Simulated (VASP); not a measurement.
Input for VASP

INCAR:
```
# general
SYSTEM   = TlCl
PREC     = Accurate
ENCUT    = 520
LREAL    = .False.
LASPH    = .True.

# electronic loop
EDIFF    = 1E-6
NELM     = 100
ALGO     = Normal
LMAXMIX  = 4

# smearing
ISMEAR   = 0
SIGMA    = 0.05

# functional
GGA      = MK
LUSE_VDW = .True.
AGGAC    = 0.0
PARAM1   = 0.1234
PARAM2   = 1.0

# ions
IBRION   = 2
NSW      = 60
ISIF     = 3
EDIFFG   = -0.01

# output
LWAVE    = .False.
LCHARG   = .False.
```

### KPOINTS
```
Automatic mesh
0
Gamma
6 6 6
0 0 0
```

POSCAR:
```
TlCl
1.0
  3.8097732023   0.0000000000   0.0000000000
  0.0000000000   3.8097732023   0.0000000000
  0.0000000000   0.0000000000   3.8097732023
Tl Cl
1 1
Cartesian
  0.0000000000   0.0000000000   0.0000000000
  1.9048866012   1.9048866012   1.9048866012
```

POTCAR, in this order: Tl_d Cl (PBE.64 set). Program: vasp_std.

Translate this optB86b-vdW calculation to Quantum ESPRESSO's pw.x.

One equivalent input (not run):
```
&CONTROL
  calculation = 'vc-relax'
  pseudo_dir = './pseudo'
  outdir = './out'
  tprnfor = .true.
  tstress = .true.
  nstep = 60
  forc_conv_thr = 0.00039
/
&SYSTEM
  ibrav = 0
  nat = 2
  ntyp = 2
  ecutwfc = 60.3
  occupations = 'smearing'
  smearing = 'gaussian'
  degauss = 0.003675
  input_dft = 'vdw-df-ob86'
/
&ELECTRONS
  conv_thr = 7.3e-08
  electron_maxstep = 100
/
&IONS
/
&CELL
/
ATOMIC_SPECIES
  Tl 204.380 Tl.upf
  Cl 35.450 Cl.upf
CELL_PARAMETERS angstrom
     3.8097732    0.0000000   -0.0000000
     0.0000000    3.8097732   -0.0000000
    -0.0000000   -0.0000000    3.8097732
ATOMIC_POSITIONS crystal
  Tl   0.0000000  0.0000000  0.0000000
  Cl   0.5000000  0.5000000  0.5000000
K_POINTS automatic
  6 6 6 0 0 0
```
What does not carry over: the potentials are each code's own (VASP's PAW set, PseudoDojo norm-conserving files in pw.x), so ENCUT and ecutwfc are chosen apart and not converted; conv_thr bounds pw.x's estimated SCF error, while EDIFF bounds the energy change between steps; forc_conv_thr acts on force components and is met together with etot_conv_thr.

The compound is TlCl in the CsCl type structure. It was relaxed first. The start is the result of an earlier pass.
